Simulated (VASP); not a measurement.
# Zr3MoC (Pm-3m) in VASP: a series of runs, part 2 of 2

VASP 6.6.1. The steps go on from the part before.

**6. Relaxation of cell and atoms, revPBE**

File INCAR:

```
SYSTEM = Zr3MoC
  PREC = Accurate
  ENCUT = 600
  EDIFF = 1E-6
  ISMEAR = -1
  SIGMA = 0.05
  LREAL = .FALSE.
  LASPH = .TRUE.
  NELM = 80
  ALGO = Fast
  ISIF = 3
  LWAVE = .FALSE.
  LCHARG = .FALSE.
  GGA = RE
  IBRION = 2
  NSW = 60
  EDIFFG = -0.01
```

File KPOINTS:

```
Automatic mesh
0
G
  5 5 5
  0 0 0
```

File POSCAR:

```
Zr3MoC
1.0
    4.9425100000      0.0000000000      0.0000000000
    0.0000000000      4.9425100000      0.0000000000
    0.0000000000      0.0000000000      4.9425100000
Zr Mo C
3 1 1
Direct
    0.5000000000      0.0000000000      0.0000000000
    0.0000000000      0.5000000000      0.0000000000
    0.0000000000      0.0000000000      0.5000000000
    0.0000000000      0.0000000000      0.0000000000
    0.5000000000      0.5000000000      0.5000000000
```

Potentials or basis: VASP PAW PBE potentials, release 64 (Zr_sv, Mo_sv, C).

Command:

```bash
> cat potpaw_PBE.64/Zr_sv/POTCAR potpaw_PBE.64/Mo_sv/POTCAR potpaw_PBE.64/C/POTCAR > POTCAR
> mpirun -np 1 vasp_std > vasp.out
```

OUTCAR:

```text
SYSTEM = Zr3MoC
   PREC = Accurate
   ENCUT = 600
   EDIFF = 1E-6
   ISMEAR = -1
   LREAL = .FALSE.
   LASPH = .TRUE.
   NELM = 80
   ISIF = 3
   GGA = RE
   IBRION = 2
   NSW = 60
   EDIFFG = -0.01

 ion  position               nearest neighbor table
   1  0.500  0.000  0.000-   4 2.47   4 2.47   2 3.49   3 3.49   2 3.49   2 3.49   3 3.49   3 3.49
                             3 3.49   2 3.49
   2  0.000  0.500  0.000-   4 2.47   4 2.47   1 3.49   3 3.49   1 3.49   3 3.49   3 3.49   3 3.49
                             1 3.49   1 3.49
   3  0.000  0.000  0.500-   4 2.47   4 2.47   1 3.49   1 3.49   2 3.49   2 3.49   2 3.49   2 3.49
                             1 3.49   1 3.49
   4  0.000  0.000  0.000-   1 2.47   2 2.47   3 2.47   3 2.47   2 2.47   1 2.47
   5  0.500  0.500  0.500-

  LATTYP: Found a simple cubic cell.
 ALAT       =     4.9425100000

  Lattice vectors:

 A1 = (   4.9425100000,   0.0000000000,   0.0000000000)
 A2 = (   0.0000000000,   4.9425100000,   0.0000000000)
[... 176 lines left out ...]
 fundamental gap:      0.0489628430
 Fermi energy:         6.3139209819

 k-point     1 :       0.0000    0.0000    0.0000
  band No.  band energies     occupation
      1     -53.4391      2.00000
      2     -42.8949      2.00000
      3     -42.8728      2.00000
      4     -42.8728      2.00000
      5     -28.0218      2.00000
      6     -28.0218      2.00000
[... 416 lines left out ...]
--------------------------------------- Ionic step        3  -------------------------------------------

 number of electron      54.0000005 magnetization

 Free energy of the ion-electron system (eV)
  ---------------------------------------------------
  ext. energy  EPLUGINS =         0.00000000
  ---------------------------------------------------
  free energy    TOTEN  =       -34.68379361 eV

  energy without entropy =      -34.61770329  energy(sigma->0) =      -34.65074845

 E-fermi :   6.0436     XC(G=0):  -9.8937

 val. band max:        6.0237651735   @ k =   0.4000   0.4000   0.2000
 cond. band min:       6.0756795297   @ k =   0.4000   0.2000   0.2000
 fundamental gap:      0.0519143563
 Fermi energy:         6.0436479551

 k-point     1 :       0.0000    0.0000    0.0000
  band No.  band energies     occupation
      1     -53.7042      2.00000
      2     -43.2266      2.00000
      3     -43.2062      2.00000
      4     -43.2062      2.00000
      5     -28.2378      2.00000
      6     -28.2378      2.00000
[... 371 lines left out ...]
  FREE ENERGIE OF THE ION-ELECTRON SYSTEM (eV)
  ---------------------------------------------------
  free  energy   TOTEN  =       -34.6837936091 eV

  energy  without entropy=      -34.6177032868  energy(sigma->0) =      -34.65074845

 reached required accuracy - stopping structural energy minimisation
```

OSZICAR:

```text
N       E                     dE             d eps       ncg     rms          rms(c)
DAV:   1     0.609995767757E+03    0.61000E+03   -0.30767E+04   640   0.182E+03
DAV:   2     0.835758929871E+01   -0.60164E+03   -0.59373E+03   736   0.510E+02
DAV:   3    -0.371058904569E+02   -0.45463E+02   -0.44811E+02  1040   0.106E+02
DAV:   4    -0.398908036117E+02   -0.27849E+01   -0.27664E+01   968   0.231E+01
[... 73 lines left out ...]
RMM:  15    -0.346837891808E+02   -0.23968E-05   -0.19757E-05   677   0.192E-02    0.435E-03
RMM:  16    -0.346837906760E+02   -0.14951E-05   -0.14555E-05   681   0.178E-02    0.611E-04
RMM:  17    -0.346837918642E+02   -0.11883E-05   -0.10069E-05   460   0.137E-02    0.470E-04
RMM:  18    -0.346837928794E+02   -0.10151E-05   -0.76676E-06   476   0.123E-02    0.548E-04
RMM:  19    -0.346837936091E+02   -0.72972E-06   -0.56836E-06   409   0.107E-02
   3 F= -.34683794E+02 E0= -.34650748E+02  d E =-.249371E-01
```

It took 2.8 min on 1 thread of Intel Xeon 6975P-C (Granite Rapids), shared host; peak memory 0.27 GiB.

Results:

```
Free energy                            : -34.6838 eV
Relaxed volume                         : 24.87 Å³/atom
Relaxed cell                           : a = 4.991 Å, b = 4.991 Å, c = 4.991 Å, α = 90.00°, β = 90.00°, γ = 90.00°
Space group after relaxing (to 0.05 Å) : Pm-3m (No. 221)
Energy gained by relaxing              : 5.0 meV/atom
Ionic steps                            : 3
Pressure after relaxing                : 0.0 GPa
Band gap on the k mesh                 : none (metal or under the smearing width)
```

Step by step:
```csv
step,energy change (eV),largest force (eV/Å),pressure (GPa),volume (Å³)
1,0.0000,0.0000,2.27,120.74
2,-0.0142,0.0000,-1.39,126.81
3,-0.0249,0.0000,0.00,124.35
```

Final structure:
```xyz
5
Lattice="4.9914 0.0000 0.0000 0.0000 4.9914 0.0000 0.0000 0.0000 4.9914" Properties=species:S:1:pos:R:3 pbc="T T T"
Zr    2.4957    0.0000    0.0000
Zr    0.0000    2.4957    0.0000
Zr    0.0000    0.0000    2.4957
Mo    0.0000    0.0000    0.0000
C     2.4957    2.4957    2.4957
```

Levels at points of the mesh, in eV from the Fermi level:
```tsv
k point	band 23	band 24	band 25	band 26	band 27	band 28	band 29	band 30	band 31	band 32
(0.00, 0.00, 0.00)	-2.95	-0.79	-0.79	-0.48	-0.41	-0.41	-0.41	1.74	1.74	1.74
```

Caveat: the PAW data sets were made with another functional, which shifts forces and pressure a little.

**7. Summary**

| level | potentials or basis | gap on the mesh (eV) | pressure (GPa) | relaxed volume (Å³/atom) |
| --- | --- | --- | --- | --- |
| LDA | VASP PAW LDA potentials, release 64 (Zr_sv, Mo_sv, C) | none | 0.0 | 22.85 |
| PBE | VASP PAW PBE potentials, release 64 (Zr_sv, Mo_sv, C) | none | 0.0 | 24.45 |
| PBEsol | VASP PAW PBE potentials, release 64 (Zr_sv, Mo_sv, C) | none | 0.0 | 23.48 |
| RPBE | VASP PAW PBE potentials, release 64 (Zr_sv, Mo_sv, C) | none | 0.0 | 25.03 |
| revPBE | VASP PAW PBE potentials, release 64 (Zr_sv, Mo_sv, C) | none | 0.0 | 24.87 |

Alike in all rows: task relaxation of cell and atoms; no spin polarisation; cell relaxed; k mesh 5 × 5 × 5; cutoff (eV) 600; smearing fermi-dirac 0.05 eV.

Caveats: the PAW data sets were made with another functional, which shifts forces and pressure a little (some runs).

Total energies depend on the potentials used, so only differences within one code and one set of settings carry meaning.
